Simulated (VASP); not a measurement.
# Mg6AlFe (Amm2) in VASP: settings compared, part 3 of 3

VASP 6.6.1. The steps go on from the part before.

### Step 5. Core levels, RPBE+D4, collinear spin, zero start

Input file INCAR:

```
  PREC = Accurate
  ENCUT = 520
  EDIFF = 1E-6
  ISMEAR = 1
  SIGMA = 0.2
  LREAL = False
  LASPH = True
  NELM = 100
  ALGO = Fast
  ISIF = 2
  LWAVE = False
  LCHARG = False
  ISPIN = 2
  MAGMOM = 0 0 0 0 0 0 0 0
  LORBIT = 11
  LMAXMIX = 4
  GGA = RP
  IVDW = 13
  ICORELEVEL = 1
```

Input file KPOINTS:

```
regular mesh
0
Gamma
  3 2 2
```

Input file POSCAR:

```
Mg6AlFe
1.0
    4.9023366500      0.0000000000      0.0000000000
    0.0000000000      2.9993981450      5.3201991150
    0.0000000000     -2.9993981450      5.3201991150
Fe Al Mg
1 1 6
Cartesian
    2.4511683250      0.0000000000      7.2166919832
    0.0000000000      0.0000000000      8.7221204233
    2.4511683250      0.0000000000      1.8000036090
    2.4511683250      1.5204102766      4.4365749051
    2.4511683250     -1.5204102766      4.4365749051
    0.0000000000      0.0000000000      3.5186214719
    0.0000000000      1.4563591490      6.2155044605
    0.0000000000     -1.4563591490      6.2155044605
```

Potentials or basis: VASP PAW PBE potentials, release 64 (Fe, Al, Mg).

Command:

```
$ cat potpaw_PBE.64/Fe/POTCAR potpaw_PBE.64/Al/POTCAR potpaw_PBE.64/Mg/POTCAR > POTCAR
$ mpirun -np 1 vasp_std > vasp.out
```

OUTCAR:

```text
PREC = Accurate
   ENCUT = 520
   EDIFF = 1E-6
   ISMEAR = 1
   LREAL = False
   LASPH = True
   NELM = 100
   ISIF = 2
   ISPIN = 2
   LORBIT = 11
   GGA = RP
   IVDW = 13

 ion  position               nearest neighbor table
   1  0.500  0.678  0.678-   2 2.88   2 2.88   5 2.94   4 2.94   3 3.00   3 3.00   8 3.02   7 3.02
                             7 3.02   8 3.02   5 3.17   4 3.17
   2  0.000  0.820  0.820-   1 2.88   1 2.88   8 2.90   7 2.90   6 3.00   6 3.00   5 3.04   4 3.04
                             4 3.04   5 3.04   8 3.21   7 3.21
   3  0.500  0.169  0.169-   6 2.99   6 2.99   1 3.00   1 3.00   8 3.03   7 3.03   7 3.03   8 3.03
                             4 3.04   5 3.04   4 3.06   5 3.06
   4  0.500  0.670  0.164-   1 2.94   5 2.96   6 3.03   6 3.03   7 3.03   7 3.03   5 3.04   3 3.04
                             2 3.04   2 3.04   3 3.06   1 3.17
   5  0.500  0.164  0.670-   1 2.94   4 2.96   6 3.03   6 3.03   8 3.03   8 3.03   4 3.04   3 3.04
[... 486 lines left out ...]
      0.00000      1.45636      6.21550         0.000000     -0.334595      0.125798
      0.00000     -1.45636      6.21550         0.000000      0.334595      0.125798
 -----------------------------------------------------------------------------------
    total drift:                                0.000000      0.000000      0.000658

  FREE ENERGIE OF THE ION-ELECTRON SYSTEM (eV)
  ---------------------------------------------------
  free  energy   TOTEN  =       -19.9570838932 eV

  energy  without entropy=      -19.9518607397  energy(sigma->0) =      -19.95534284

 total charge

# of ion       s       p       d       tot
------------------------------------------
    1        0.326   0.242   6.269   6.837
    2        0.439   0.316   0.000   0.755
    3        0.204   0.152   0.015   0.370
    4        0.203   0.142   0.017   0.362
    5        0.203   0.142   0.017   0.362
    6        0.219   0.139   0.017   0.375
    7        0.205   0.145   0.016   0.366
    8        0.205   0.145   0.016   0.366
--------------------------------------------------
tot          2.002   1.424   6.367   9.794

 magnetization (x)

# of ion       s       p       d       tot
------------------------------------------
    1       -0.000  -0.000  -0.000  -0.000
    2       -0.000  -0.000   0.000  -0.000
    3       -0.000   0.000   0.000   0.000
    4        0.000   0.000  -0.000   0.000
    5        0.000   0.000  -0.000   0.000
    6       -0.000   0.000   0.000  -0.000
    7        0.000  -0.000  -0.000  -0.000
    8        0.000  -0.000  -0.000  -0.000
--------------------------------------------------
tot         -0.000  -0.000  -0.000  -0.000
```

OSZICAR:

```text
N       E                     dE             d eps       ncg     rms          rms(c)
DAV:   1     0.626818075749E+02    0.62682E+02   -0.74201E+03   384   0.111E+03
DAV:   2    -0.140493581568E+02   -0.76731E+02   -0.74321E+02   384   0.184E+02
[... 18 lines left out ...]
RMM:  21    -0.180715708952E+02   -0.47578E-05   -0.35882E-05   486   0.353E-02    0.809E-02
RMM:  22    -0.180715804130E+02   -0.95178E-05   -0.12952E-05   448   0.306E-02    0.496E-02
RMM:  23    -0.180715841646E+02   -0.37517E-05   -0.79810E-06   349   0.170E-02    0.412E-02
RMM:  24    -0.180715754703E+02    0.86943E-05   -0.14250E-05   383   0.251E-02    0.459E-02
RMM:  25    -0.180715708171E+02    0.46532E-05   -0.23012E-05   442   0.278E-02    0.422E-02
RMM:  26    -0.180715705585E+02    0.25860E-06   -0.12413E-06   232   0.113E-02
   1 F= -.19957084E+02 E0= -.19955343E+02  d E =-.522315E-02  mag=     0.0000
```

stdout:

```text
POSCAR found type information on POSCAR FeAlMg
 POSCAR found :  3 types and       8 ions
 scaLAPACK will be used
 -----------------------------------------------------------------------------
|                                                                             |
|                                                                             |
|     You enforced a specific xc type in the INCAR file but a different       |
|     I HOPE YOU KNOW WHAT YOU ARE DOING!                                     |
|                                                                             |
 -----------------------------------------------------------------------------

 LDA part: xc-table for (Slater+PW92), standard interpolation
 POSCAR, INCAR and KPOINTS ok, starting setup
 FFT: planning ... GRIDC
 FFT: planning ... GRID_SOFT
 FFT: planning ... GRID
 WAVECAR not read
 entering main loop
```

It took 92 s on 1 thread of Intel Xeon Platinum 8375C at 2.90GHz (Ice Lake), shared host; peak memory 0.34 GiB.

These settings aren't checked as converged (typed here: k = 3 × 2 × 2): the numbers below hold their error.

Results:

```yaml
Free_energy: -19.9571 eV
Pressure: -1.9 GPa
Largest_force: 0.398 eV/Å
Band_gap_on_the_k_mesh: none (metal or under the smearing width)
Net_moment: 0.00 μB per cell
Valence_electrons_inside_the_program's_atomic_spheres: Fe 6.84; Al 0.76; Mg 0.37, 0.36, 0.38
Dispersion_energy_per_atom: -0.236 eV
```

Caveat: the k mesh is coarse (spacing up to 0.60 Å⁻¹), so the values aren't converged; the PAW data sets were made with another functional, which shifts forces and pressure a little; pairwise dispersion overbinds metals, which lowers pressure and volume.

### Step 6. Equation of state, PW91+D4, collinear spin, ferromagnetic start

Input file run.py:

```python
from ase import Atoms
from ase.calculators.vasp import Vasp
from ase.eos import EquationOfState
from ase.io import Trajectory
from ase.units import GPa

atoms = Atoms(
    ['Fe', 'Al', 'Mg', 'Mg', 'Mg', 'Mg', 'Mg', 'Mg'],
    cell=[[4.90233665, 0.0, 0.0], [0.0, 2.999398145, 5.320199115], [0.0, -2.999398145, 5.320199115]],
    scaled_positions=[[0.5, 0.67823514, 0.67823514], [0.0, 0.81971748, 0.81971748], [0.5, 0.16916694, 0.16916694], [0.5, 0.67040828, 0.16350316], [0.5, 0.16350316, 0.67040828], [0.0, 0.33068513, 0.33068513], [0.0, 0.82691732, 0.34136686], [0.0, 0.34136686, 0.82691732]],
    pbc=True,
)
atoms.set_initial_magnetic_moments([3.0, 0.0, 0.0, 0.0, 0.0, 0.0, 0.0, 0.0])
calc = Vasp(
    directory='calc',
    pp='PBE',
    setups='minimal',
    pp_version='54',
    prec='Accurate',
    encut=500,
    ediff=1e-06,
    ismear=0,
    sigma=0.05,
    lreal=False,
    lasph=True,
    nelm=100,
    algo='Normal',
    isif=2,
    lwave=False,
    lcharg=False,
    ispin=2,
    lorbit=11,
    lmaxmix=4,
    gga='91',
    ivdw=13,
    vdw_s6=1.0,
    vdw_s8=0.77283111,
    vdw_a1=0.39581542,
    vdw_a2=4.93405761,
    kpts=[5, 4, 4],
    gamma=True,
)
atoms.calc = calc
cell = atoms.cell.copy()
volumes, energies = [], []
traj = Trajectory('eos.traj', 'w')
for x in [0.94, 0.96, 0.98, 1.0, 1.02, 1.04, 1.06]:
    atoms.set_cell(cell * x ** (1 / 3), scale_atoms=True)
    volumes.append(atoms.get_volume())
    energies.append(atoms.get_potential_energy())
    traj.write(atoms)
    print(f'{x:5.2f} {volumes[-1]:12.5f} {energies[-1]:14.6f}')

v0, e0, B = EquationOfState(volumes, energies, eos='birchmurnaghan').fit()
print(f'V0 = {v0:.4f} A^3, E0 = {e0:.6f} eV, B = {B / GPa:.2f} GPa')
```

Potentials or basis: VASP PAW PBE potentials, release 54 (Fe, Al, Mg).

Command:

```
$ python run.py
```

Run time: 27 min. Hardware: 1 thread of Intel Xeon Platinum 8375C at 2.90GHz (Ice Lake), shared host; peak memory 0.39 GiB.

The run converged. Its results:

- Equilibrium volume: 19.03 Å³/atom (rough: see the caveat)
- Bulk modulus at fixed shape and positions: 70 GPa (rough)

Energy against volume, from the lowest point:
```csv
volume (Å³/atom),energy (meV/atom)
18.384,5.87
18.775,1.59
19.166,0.00
19.557,0.86
19.948,3.97
20.339,9.11
20.731,6.05
```

Caveat: the fit is doubtful: noisy points or a state that changes with volume; the cell was scaled at fixed shape and fractional positions, which overstates the stiffness of a crystal with free parameters, most of all of layers and chains; the PAW data sets were made with another functional, which shifts forces and pressure a little.

### Step 7. The reference run

An earlier run on the cell as given: functional PBE; potentials or basis VASP PAW PBE potentials, release 64 (Fe, Al, Mg); cutoff 520 eV; k mesh 6 × 5 × 5; occupations fermi-dirac, width 0.05 eV; collinear spin, ferromagnetic start; starting moments [3.0, 0.0, 0.0, 0.0, 0.0, 0.0, 0.0, 0.0] μB.

* Pressure: 0.0 GPa
* Largest force: 0.131 eV/Å
* Band gap on the k mesh: none (metal or under the smearing width)
* Net moment: 2.10 μB per cell
* Site moments: Fe +2.48; Al -0.02; Mg -0.01, +0.01, -0.02 μB
* Valence electrons inside the program's atomic spheres: Fe 6.79; Al 0.76; Mg 0.38, 0.37

### Step 8. The runs side by side

| task | level | potentials or basis | spin | U | k mesh | cutoff (eV) | smearing | LDAUTYPE | hund's J | other keys | gap on the mesh (eV) | pressure (GPa) | moment (μB) | largest force (eV/Å) |
| --- | --- | --- | --- | --- | --- | --- | --- | --- | --- | --- | --- | --- | --- | --- |
| density of states | RPBE+D4+U | VASP PAW PBE potentials, release 64 (Fe, Al, Mg) | collinear, ferromagnetic start | Fe d U = 2 eV | 6 × 5 × 5 | 520 | gaussian 0.01 eV | - | - | NELMIN = 4 | none | 1.2 | 2.55 | 0.16 |
| single point | PBEsol+rVV10+U | VASP PAW PBE potentials, release 64 (Fe, Al, Mg) | collinear, random start | Fe d U = 4 eV, J = 0.9 eV | 6 × 5 × 5 | 520 | methfessel-paxton 0.2 eV | 1 | 0.9 | - | none | 0.6 | 2.71 | 0.15 |
| equation of state | PW91+D4 | VASP PAW PBE potentials, release 54 (Fe, Al, Mg) | collinear, ferromagnetic start | - | 5 × 4 × 4 | 500 | gaussian 0.05 eV | - | - | - | - | - | - | - |
| single point | PBE | VASP PAW PBE potentials, release 64 (Fe, Al, Mg) | collinear, ferromagnetic start | - | 6 × 5 × 5 | 520 | fermi-dirac 0.05 eV | - | - | - | none | 0.0 | 2.10 | 0.13 |

Alike in all rows: cell as given.

Caveats: the PAW data sets were made with another functional, which shifts forces and pressure a little (some runs); pairwise dispersion overbinds metals, which lowers pressure and volume (some runs); the U is typed as a test and isn't derived for this compound (some runs); the fit is doubtful: noisy points or a state that changes with volume (some runs); the cell was scaled at fixed shape and fractional positions, which overstates the stiffness of a crystal with free parameters, most of all of layers and chains (some runs).

Total energies depend on the potentials used, so only differences within one code and one set of settings carry meaning.
